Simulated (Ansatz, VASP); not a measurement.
# Sn2C in two plane-wave programs

Aim: how closely do two programs agree when they are given the same cell, functional and k mesh? The cell is generated by rule, not measured, and may not be a known phase. The cell is taken from a series of runs on this material, whose earlier steps may have relaxed, scaled, displaced or heated it; both programs get it as it stands.

Calculated with Ansatz 0.2.0; plane waves, with VASP 6.6.1 beside it; single point at PBEsol.

The structure was built from a prototype and need not be the compound's stable phase.

**1. Starting point**

It takes space group P4_222 (No. 93, tetragonal). Conventional cell: a = 7.101 Å, b = 7.101 Å, c = 5.021 Å, α = 90.00°, β = 90.00°, γ = 90.00°. C has 4 Sn at 2.02 to 2.38 Å nearest. Nearest to Sn lie 2 C at 2.38 Å. Nearest to Sn lie 2 C at 2.02 Å. Farther neighbours are not listed.

Structure file:

```
C Sn
1.0
    -5.02130    0.00000    0.00000
     0.00000   -5.02130   -5.02130
     0.00000   -5.02130    5.02130
C Sn
4 8
Direct
  0.00000 0.53186 0.53186
  0.00000 0.96814 0.96814
  0.50000 0.96814 0.53186
  0.50000 0.53186 0.96814
  0.75000 0.25000 0.48612
  0.75000 0.75000 0.01388
  0.25000 0.01388 0.25000
  0.25000 0.48612 0.75000
  0.25000 0.01388 0.75000
  0.25000 0.48612 0.25000
  0.75000 0.75000 0.48612
  0.75000 0.25000 0.01388
```

**2. VASP: single point, PBEsol, pair 1**

A single point gives forces, pressure and levels at one fixed geometry, so differences don't come from the geometry; what else differs is listed under the comparison.

Lines of VASP's logs that name or quote its potential files are left out, and so is its time.

The input, INCAR:

```
SYSTEM = Sn2C
PREC = Accurate
ENCUT = 600
EDIFF = 1E-06
NELM = 120
ISMEAR = 1
SIGMA = 0.2
LREAL = .FALSE.
ALGO = Normal
GGA = PS
NBANDS = 79
LORBIT = 11
LWAVE = .FALSE.
LCHARG = .FALSE.
ISIF = 2
LASPH = .TRUE.
GGA_COMPAT = .FALSE.
KPAR = 2
```

The input, POSCAR:

```
Sn2C
1.0
   -5.0213021337      0.0000000000      0.0000000000
    0.0000000000     -5.0213021337     -5.0213021337
    0.0000000000     -5.0213021337      5.0213021337
C Sn
4 8
Direct
    0.0000000000      0.5318642447      0.5318642447
    0.0000000000      0.9681357553      0.9681357553
    0.5000000000      0.9681357553      0.5318642447
    0.5000000000      0.5318642447      0.9681357553
    0.7500000000      0.2500000000      0.4861166097
    0.7500000000      0.7500000000      0.0138833903
    0.2500000000      0.0138833903      0.2500000000
    0.2500000000      0.4861166097      0.7500000000
    0.2500000000      0.0138833903      0.7500000000
    0.2500000000      0.4861166097      0.2500000000
    0.7500000000      0.7500000000      0.4861166097
    0.7500000000      0.2500000000      0.0138833903
```

The input, KPOINTS:

```
Automatic mesh
0
Gamma
8 6 6
0 0 0
```

PAW data sets: C and Sn_d (PBE family, release 64).

The run is started by

```sh
$ mpirun -np 2 vasp_std
```

Numbers of over 12 decimals in the logs are rounded to 6 here.

The log of the run:

```text
[banner, memory and clock lines left out]
running    2 mpi-ranks, on    1 nodes
 distrk:  each k-point on    1 cores,    2 groups
 distr:  one band on    1 cores,    1 groups

 POSCAR found type information on POSCAR C Sn
 POSCAR found :  2 types and      12 ions
|                                                                             |
|               ----> ADVICE to this user running VASP <----                  |
|                                                                             |
|     You enforced a specific xc type in the INCAR file but a different       |
|     [... a line on the potential file left out ...]
|     I HOPE YOU KNOW WHAT YOU ARE DOING!                                     |
|                                                                             |

 LDA part: xc-table for (Slater+PW92), standard interpolation
 POSCAR, INCAR and KPOINTS ok, starting setup
 FFT: planning ... GRIDC
 FFT: planning ... GRID_SOFT
 FFT: planning ... GRID
 WAVECAR not read
 entering main loop
       N       E                     dE             d eps       ncg     rms          rms(c)
DAV:   1     0.173561863108E+04    0.17356E+04   -0.62611E+04  8505   0.270E+03
DAV:   2     0.294940401931E+03   -0.14407E+04   -0.13972E+04  7900   0.795E+02
DAV:   3    -0.302048667519E+02   -0.32515E+03   -0.30941E+03  8421   0.268E+02
DAV:   4    -0.653587695519E+02   -0.35154E+02   -0.33706E+02  9536   0.850E+01
DAV:   5    -0.669737135353E+02   -0.16149E+01   -0.15952E+01  9033   0.177E+01    0.160E+01
DAV:   6    -0.582611377784E+02    0.87126E+01   -0.30623E+01 10566   0.239E+01    0.654E+00
DAV:   7    -0.584624708951E+02   -0.20133E+00   -0.68458E+00  8442   0.853E+00    0.399E+00
DAV:   8    -0.584160695980E+02    0.46401E-01   -0.12447E+00 11587   0.323E+00    0.148E+00
DAV:   9    -0.583719835572E+02    0.44086E-01   -0.15567E-01  9795   0.178E+00    0.256E-01
DAV:  10    -0.583734185983E+02   -0.14350E-02   -0.29142E-02  8615   0.859E-01    0.118E-01
DAV:  11    -0.583736531670E+02   -0.23457E-03   -0.27816E-03 11786   0.185E-01    0.913E-02
DAV:  12    -0.583736013627E+02    0.51804E-04   -0.19713E-04 10880   0.564E-02    0.173E-02
DAV:  13    -0.583736005232E+02    0.83950E-06   -0.27673E-05  9323   0.276E-02    0.917E-03
DAV:  14    -0.583735997464E+02    0.77674E-06   -0.25488E-06  6158   0.934E-03
   1 F= -.58373600E+02 E0= -.58374279E+02  d E =0.203831E-02
```

Parts of OUTCAR (step 2):

```text
ion  position               nearest neighbor table
   1  0.000  0.532  0.532-   8 2.02  11 2.02  10 2.38   5 2.38
   2  0.000  0.968  0.968-   6 2.02   9 2.02   7 2.38  12 2.38
   3  0.500  0.968  0.532-   9 2.02  11 2.02   5 2.38   7 2.38
   4  0.500  0.532  0.968-   6 2.02   8 2.02  10 2.38  12 2.38
   5  0.750  0.250  0.486-   1 2.38   3 2.38  12 3.35  10 3.45   7 3.45   7 3.45  10 3.45  11 3.55
                            11 3.55   8 3.55   8 3.55   9 3.55   9 3.55  12 3.75
   6  0.750  0.750  0.014-   2 2.02   4 2.02  11 3.35  12 3.55  12 3.55  10 3.55   7 3.55   7 3.55
                            10 3.55   8 3.65   8 3.65   9 3.65   9 3.65  11 3.75
   7  0.250  0.014  0.250-   2 2.38   3 2.38  10 3.35   5 3.45  12 3.45   5 3.45  12 3.45   9 3.55
                             9 3.55   6 3.55   6 3.55  11 3.55  11 3.55  10 3.75
   8  0.250  0.486  0.750-   1 2.02   4 2.02   9 3.35  10 3.55  10 3.55  12 3.55   5 3.55   5 3.55
                            12 3.55   6 3.65   6 3.65  11 3.65  11 3.65   9 3.75
   9  0.250  0.014  0.750-   2 2.02   3 2.02   8 3.35   7 3.55   7 3.55  12 3.55   5 3.55   5 3.55
                            12 3.55   6 3.65   6 3.65  11 3.65  11 3.65   8 3.75
  10  0.250  0.486  0.250-   1 2.38   4 2.38   7 3.35   5 3.45  12 3.45   5 3.45  12 3.45   8 3.55
                             8 3.55   6 3.55   6 3.55  11 3.55  11 3.55   7 3.75
  11  0.750  0.750  0.486-   1 2.02   3 2.02   6 3.35   5 3.55   5 3.55  10 3.55   7 3.55   7 3.55
                            10 3.55   8 3.65   8 3.65   9 3.65   9 3.65   6 3.75
  12  0.750  0.250  0.014-   2 2.38   4 2.38   5 3.35   7 3.45  10 3.45   7 3.45  10 3.45   6 3.55
                             6 3.55   8 3.55   8 3.55   9 3.55   9 3.55   5 3.75

  LATTYP: Found a simple tetragonal cell.
 ALAT       =     7.1011935783
 C/A-ratio  =     0.7071067812

 Subroutine GETGRP returns: Found  8 space group operations
 (whereof  2 operations were pure point group operations)

The static configuration has the point symmetry C_2 .
 The point group associated with its full space group is D_4 .

 Found     50 irreducible k-points:

   k-points           NKPTS =     50   k-points in BZ     NKDIM =     50   number of bands    NBANDS=     79

   dimension x,y,z NGX =    40 NGY =   60 NGZ =   60
   dimension x,y,z NGXF=    80 NGYF=  120 NGZF=  120

   ENCUT  =  600.0 eV  44.10 Ry    6.64 a.u.  10.03 14.18 14.18*2*pi/ulx,y,z

   NELECT =     128.0000    total number of electrons

 k-points in reciprocal lattice and weights: Automatic mesh
   0.00000000  0.00000000  0.00000000       0.003
   0.12500000  0.00000000  0.00000000       0.007
   0.25000000  0.00000000  0.00000000       0.007
   0.37500000  0.00000000  0.00000000       0.007
   0.50000000  0.00000000  0.00000000       0.003
   0.00000000  0.16666667  0.00000000       0.014
   0.12500000  0.16666667  0.00000000       0.028
   0.25000000  0.16666667  0.00000000       0.028
   0.37500000  0.16666667  0.00000000       0.028
[...]
0.37500000  0.50000000  0.50000000       0.007
   0.50000000  0.50000000  0.50000000       0.003

 average (electrostatic) potential at core
       1 -47.9972       2 -47.9972       3 -47.9972       4 -47.9972       5 -99.3128
       6 -99.5898       7 -99.3128       8 -99.5898       9 -99.5898      10 -99.3128
      11 -99.5898      12 -99.3128

 E-fermi :   7.3083

 k-point     1 :       0.0000    0.0000    0.0000
  band No.  band energies     occupation
    ...
     59       4.3220      2.00000
     60       5.0751      2.00000
     61       5.0751      2.00000
     62       5.8180      2.00000
     63       6.3888      2.00000
     64       8.3317     -0.00000
     65       8.9709     -0.00000
     66       8.9709     -0.00000
     67       8.9916     -0.00000
     68       9.0761     -0.00000
    ...

 k-point     2 :       0.1250    0.0000    0.0000
  band No.  band energies     occupation
    ...
     59       4.6366      2.00000
     60       4.8570      2.00000
     61       5.9584      2.00000
     62       6.2147      2.00000
     63       6.5903      2.00000
     64       8.1886     -0.00000
     65       8.3262     -0.00000
     66       8.5173     -0.00000
     67       8.5620     -0.00000
     68       9.4871     -0.00000
    ...

 k-point     3 :       0.2500    0.0000    0.0000
  band No.  band energies     occupation
    ...
     59       5.3321      2.00000
     60       5.4148      2.00000
     61       6.7486      2.00055
     62       6.8904      2.01183
     63       6.9491      2.02916
     64       7.4924     -0.02954
     65       7.8712     -0.00051
     66       8.3299     -0.00000
     67       8.3846     -0.00000
     68       9.1661     -0.00000
    ...

  Total        4.8561684      2.4212724      2.4212724      0.0000000      0.0000000      0.0000000
  in kB       30.7273608     15.3205791     15.3205791      0.0000000      0.0000000      0.0000000
  external PRESSURE =      20.4561730 kB  Pullay stress =       0.0000000 kB

  energy-cutoff  :      600.00
  volume of cell :      253.21
      direct lattice vectors                 reciprocal lattice vectors
    -5.021302134  0.000000000  0.000000000    -0.199151529  0.000000000  0.000000000
     0.000000000 -5.021302134 -5.021302134     0.000000000 -0.099575765 -0.099575765
     0.000000000 -5.021302134  5.021302134     0.000000000 -0.099575765  0.099575765

 POSITION                                       TOTAL-FORCE (eV/Angst)
 -----------------------------------------------------------------------------------
      0.00000     -5.34130      0.00000        -0.000000      0.934681     -0.000000
      0.00000     -9.72260      0.00000        -0.000000     -0.934681     -0.000000
     -2.51065     -7.53195     -2.19065        -0.000000      0.000000     -0.934681
     -2.51065     -7.53195      2.19065         0.000000      0.000000      0.934681
     -3.76598     -3.69626      1.18561        -0.000000      0.128803     -0.128803
     -3.76598     -3.83569     -3.69626        -0.000000     -0.883536      0.883536
     -1.25533     -1.32504      1.18561        -0.000000     -0.128803     -0.128803
     -1.25533     -6.20691      1.32504        -0.000000      0.883536      0.883536
     -1.25533     -3.83569      3.69626        -0.000000     -0.883536     -0.883536
     -1.25533     -3.69626     -1.18561        -0.000000      0.128803      0.128803
     -3.76598     -6.20691     -1.32504        -0.000000      0.883536     -0.883536
     -3.76598     -1.32504     -1.18561        -0.000000     -0.128803      0.128803
 -----------------------------------------------------------------------------------
    total drift:                                0.000000     -0.000000      0.000000

  FREE ENERGIE OF THE ION-ELECTRON SYSTEM (eV)
  ---------------------------------------------------
  free  energy   TOTEN  =       -58.3735997464 eV

  energy  without entropy=      -58.3756380603  energy(sigma->0) =      -58.37427918

 total charge
# of ion       s       p       d       tot
------------------------------------------
    1        0.912   1.401   0.000   2.313
    2        0.912   1.401   0.000   2.313
    3        0.912   1.401   0.000   2.313
    4        0.912   1.401   0.000   2.313
    5        1.243   0.899  10.014  12.156
    6        1.152   1.235  10.080  12.467
    7        1.243   0.899  10.014  12.156
    8        1.152   1.235  10.080  12.467
    9        1.152   1.235  10.080  12.467
   10        1.243   0.899  10.014  12.156
   11        1.152   1.235  10.080  12.467
   12        1.243   0.899  10.014  12.156
--------------------------------------------------
tot         13.227  14.140  80.376 107.743

[... 3 further parts left out ...]
```

The run ends at a pressure of 2.05 GPa, with forces up to 1.2 eV/Å.

**3. Ansatz: single point, PBEsol, pair 1**

Ansatz runs on its default PAW (the set named soft_2) files.

The same cell, functional, mesh and smearing now go to Ansatz, which takes its cutoff from its data sets.

The input, input.yaml:

```yaml
crystal:
  lattice:
    - [-5.0213021337, 0.0, 0.0]
    - [0.0, -5.0213021337, -5.0213021337]
    - [0.0, -5.0213021337, 5.0213021337]
  atoms:
    - { symbol: C, position: [0.0, 0.5318642447, 0.5318642447] }
    - { symbol: C, position: [0.0, -0.0318642447, -0.0318642447] }
    - { symbol: C, position: [0.5, -0.0318642447, 0.5318642447] }
    - { symbol: C, position: [0.5, 0.5318642447, -0.0318642447] }
    - { symbol: Sn, position: [0.75, 0.25, 0.4861166097] }
    - { symbol: Sn, position: [0.75, 0.75, 0.0138833903] }
    - { symbol: Sn, position: [0.25, 0.0138833903, 0.25] }
    - { symbol: Sn, position: [0.25, 0.4861166097, 0.75] }
    - { symbol: Sn, position: [0.25, 0.0138833903, 0.75] }
    - { symbol: Sn, position: [0.25, 0.4861166097, 0.25] }
    - { symbol: Sn, position: [0.75, 0.75, 0.4861166097] }
    - { symbol: Sn, position: [0.75, 0.25, 0.0138833903] }
kpoints:
  mp_grid: { grid: [8, 6, 6] }
hamiltonian:
  xc: pbesol
scf:
  occupations: { method: methfessel_paxton, width: 0.2 }
output:
  forces: true
  stress: true
  eigenvalues: true
```

The run is started by

```sh
$ ansatz run input.yaml --threads 8 --pin off --max-ram 14336MiB --backend cpu --events-out ev --progress --plain --runs-dir out
```

The log of the run:

```text
Engine: ansatz 0.2.0, aarch64-unknown-linux-gnu
Pseudopotentials: kind: paw
Pseudopotential: C, paw, valence charge 4, recommended cutoff 420 eV (normal), C.paw.azcp
Pseudopotential: Sn, paw, valence charge 14, recommended cutoff 420 eV (normal), Sn.paw.azcp
Functional definition: PBEsol
  exchange = pbesol_x
  correlation = pbesol_c
Crystal: 12 atoms, lattice volume = 253.209 Å³
Basis set: ecut = 420 eV, 4981 PW (Γ), exchange–correlation on 72×96×96 points (8 copies of the dense FFT grid, shifted against one another)
Bands: 77, of which v1, the nominal top of the filled ones, is band 64 counted from 1 (63 counted from 0)
Symmetry: 8 space group operations
Space group: P4222 (ITA 93), of the structure as read, at distance tolerance 6.3e-5 Å
k-points: 50 of 288 (time reversal used)
Non-local potential: C, projectors of the file, l = 0: 2, l = 1: 2, l = 2: 1
Non-local potential: Sn, projectors of the file, l = 0: 2, l = 1: 2, l = 2: 2, l = 3: 2
PAW form: soft (Blöchl's): semilocal exchange-correlation on the pseudo side does not see the compensation charge
PAW frozen core: C, regenerated for the run's functional, and the local potential with it (the file was generated under x = pbe(κ = 0.804, μ = 0.219515), c = pbe(β = 0.066725))
PAW frozen core: Sn, regenerated for the run's functional, and the local potential with it (the file was generated under x = pbe(κ = 0.804, μ = 0.219515), c = pbe(β = 0.066725))
PAW one-centre angular grid: C, 110 points (default); XC on 64 Gauss nodes
PAW one-centre angular grid: Sn, 590 points (default); XC on 64 Gauss nodes
Initial density: superposition of atomic densities (neutral atoms: chi_scale 0, normalization atom), corrected by the library's trained network
Initial wavefunctions: pseudopotential atomic-orbital guess
Functional: x = pbesol(κ = 0.804, μ = 0.123457), c = pbesol(β = 0.046)
SCF iter   1: F=—  HF=-48570.782629 eV  |F-HF|=—  |Δ(HF+E_count)|=         —  Δρ=1.12e-2  dr2=4.79e-1  ethr=1.77e-3  ⟨swp⟩=7.4  Hψ=15629  notcnv=0
preconditioner: auto → Kerker (q_TF=auto, 2.435 Å⁻¹)  [metal: Δε(μ)=0.034 eV  Ē_g=17.728 eV  σ=0.200 eV  W_gap=0.14  n_scr=62 (ndim 8)  ℏωp=26.4 eV  f_vac=0.000  D(μ)=4.85/eV (n_scr^D=30)]
SCF iter   2: F=—  HF=-48570.702037 eV  |F-HF|=—  |Δ(HF+E_count)|=   8.06e-2  S|Δr|=    0.00e0  Δρ=4.99e-3  dr2=1.02e-1  ethr=3.75e-4  ⟨swp⟩=1.3  Hψ=4484  notcnv=0
SCF iter   3: F=—  HF=-48570.682840 eV  |F-HF|=—  |Δ(HF+E_count)|=   1.92e-2  S|Δr|=    0.00e0  Δρ=7.75e-4  dr2=1.37e-3  ethr=8.00e-5  ⟨swp⟩=2.0  Hψ=4768  notcnv=0
SCF iter   4: F=—  HF=-48570.682910 eV  |F-HF|=—  |Δ(HF+E_count)|=   7.06e-5  S|Δr|=    0.00e0  Δρ=1.90e-4  dr2=1.30e-4  ethr=1.07e-6  ⟨swp⟩=2.0  Hψ=4882  notcnv=0
SCF iter   5: F=—  HF=-48570.682903 eV  |F-HF|=—  |Δ(HF+E_count)|=   7.68e-6  S|Δr|=    0.00e0  Δρ=7.97e-5  dr2=2.06e-5  ethr=1.02e-7  ⟨swp⟩=2.2  Hψ=6007  notcnv=0
SCF iter   6: F=—  HF=-48570.682950 eV  |F-HF|=—  |Δ(HF+E_count)|=   4.69e-5  S|Δr|=    0.00e0  Δρ=1.61e-5  dr2=9.28e-7  ethr=1.61e-8  ⟨swp⟩=2.0  Hψ=4928  notcnv=0  defer=2
SCF iter   7: F=—  HF=-48570.682950 eV  |F-HF|=—  |Δ(HF+E_count)|=   4.73e-8  S|Δr|=    0.00e0  Δρ=4.99e-6  dr2=1.20e-7  ethr=7.81e-11  ⟨swp⟩=12.2  Hψ=20312  notcnv=0
SCF iter   8: F=-48570.682950 eV  HF=-48570.682950 eV  |F-HF|=2.82e-9  |Δ(HF+E_count)|=   5.89e-9  S|Δr|=    0.00e0  Δρ=1.23e-6  dr2=6.30e-9  ethr=7.81e-11  ⟨swp⟩=4.2  Hψ=11742  notcnv=0
SCF 1 converged in 8 iterations: F = -48570.682950 eV  dr2 = 6.30e-9
  greatest PAW one-centre occupation: 0.992 electrons in one spin orbital (limit 2), on the Sn atom at site 9 (counted from 0), in its partial waves of l = 2
SCF converged after 8 iterations
Stability not checked: this state was not tested for a lower state beside it, because cold or Methfessel-Paxton smearing, or corrected tetrahedra, fill the levels in a way that the test cannot read (fill_not_monotonic; see scf.lower_state_search)
Free energy (F): -48570.682950 eV
Harris-Foulkes:  -48570.682950 eV  (|F-HF|=2.82e-9)
Internal energy: -48570.685022 eV  (E = F + TS)
E sigma→0 (E₀):  -48570.683468 eV
Entropy (-TS):   0.002072 eV (0.173 meV/atom)
Fermi energy:    9.995744 eV
--- Per-component energies (eV) ---
  E_band       = -690.824056
  E_kinetic    = 1839.310156
  E_local      = -7507.063861  (includes V_loc(G=0)·N_el)
  E_nonlocal   = -130.042800
  E_hartree    = 4493.047110
  E_xc         = -3218.512640
  E_vxc        = -1004.998851  (∫ρ·V_xc dr)
  E_paw        = -32907.884857  (= ΣΔE_a)
  E_vpaw       = -2874.120507  (= ΣTr[D̂ρ^β])
  E_aug_tail   = 0.000020  (compensation charges beyond the density's cutoff)
  E_ewald      = -11141.901269
  E_core_change = 2.363120  (= ΣΔE_core)
  E_smearing   = 0.002072  (= −TS)
  E_closure    = 0.000000  (closes the sum)
  Σ components = -48570.682950   (vs F -48570.682950, Δ=0.00e0)
--- Forces (eV/Å), atoms counted from 1 ---
  atom   1  C      0.00000000     0.96542757    -0.00000000
  atom   2  C      0.00000000    -0.96542757    -0.00000000
  atom   3  C      0.00000000     0.00000000    -0.96542757
  atom   4  C      0.00000000     0.00000000     0.96542757
  atom   5  Sn    -0.00000000     0.12817813    -0.12817813
  atom   6  Sn     0.00000000    -0.89119645     0.89119645
  atom   7  Sn    -0.00000000    -0.12817813    -0.12817813
  atom   8  Sn     0.00000000     0.89119645     0.89119645
  atom   9  Sn    -0.00000000    -0.89119645    -0.89119645
  atom  10  Sn    -0.00000000     0.12817813     0.12817813
  atom  11  Sn    -0.00000000     0.89119645    -0.89119645
  atom  12  Sn     0.00000000    -0.12817813     0.12817813
  max |Σ_I F_I| component: 2.78e-16 eV/Å
--- Stress (GPa, compression-positive) ---
        3.224320      -0.000000       0.000000
       -0.000000       1.649920       0.000000
        0.000000       0.000000       1.649920
  P = ⅓ Tr σ = 2.1747 GPa (21.747 kbar)
--- Band table (eV; the first three rows and the last of 50) ---
  k-point 0: bands = [... 60 lower, 7.7620, 8.5083, 9.0795, 11.0174, 11.6566, 11.6566, 11.6830, 11.7682, ... 9 higher]
  k-point 1: bands = [... 60 lower, 8.1265, 8.6251, 9.2611, 10.5303, 10.8969, 11.0063, 11.5968, 11.6497, ... 9 higher]
  k-point 2: bands = [... 60 lower, 8.6931, 8.7028, 9.7108, 9.8168, 9.9112, 10.3965, 11.1596, 11.3958, ... 9 higher]
  k-point 49: bands = [... 60 lower, 8.5180, 8.5709, 8.9957, 8.9957, 11.6397, 11.6837, 11.6837, 11.9868, ... 9 higher]
```

The run ends at a pressure of 2.17 GPa, with forces up to 1.3 eV/Å.

**4. Side by side**

Known differences besides the potentials themselves: the cutoff is 420 eV in Ansatz and 600 eV in VASP; Ansatz makes its cores anew for this functional, VASP keeps those of its PBE data sets. Total energies have different zeros and are not compared.

Compared:

```tsv
quantity	Ansatz	VASP	difference
pressure (GPa)	2.17	2.05	+0.13
```

Forces on 8 of the 12 atoms, those with the largest forces and the largest differences (eV/Å; atoms numbered as in POSCAR):

```tsv
atom	Ansatz x, y, z	VASP x, y, z
C1	0.000, 0.965, 0.000	0.000, 0.935, 0.000
C2	0.000, -0.965, 0.000	0.000, -0.935, 0.000
C3	0.000, 0.000, -0.965	0.000, 0.000, -0.935
C4	0.000, 0.000, 0.965	0.000, 0.000, 0.935
Sn6	0.000, -0.891, 0.891	0.000, -0.884, 0.884
Sn8	0.000, 0.891, 0.891	0.000, 0.884, 0.884
Sn9	0.000, -0.891, -0.891	0.000, -0.884, -0.884
Sn11	0.000, 0.891, -0.891	0.000, 0.884, -0.884
```

The forces differ by 11 meV/Å r.m.s., which is 2.1 % of the r.m.s. force of 0.524 eV/Å (both taken over all components).

[end of part 1 of 2]

[Lines on the potential files, build, host, timing and source positions are cut from VASP's logs without a mark.]

[Logs are printed without paths, hosts, clocks, repeated set-up lines and the standing remarks that a program may print on its own settings, such as how far it seeks lower states.]

[Hosts, paths, dates, database ids (printed as entryN), source tags and the programs' standing remarks are cut or masked in the printed files.]
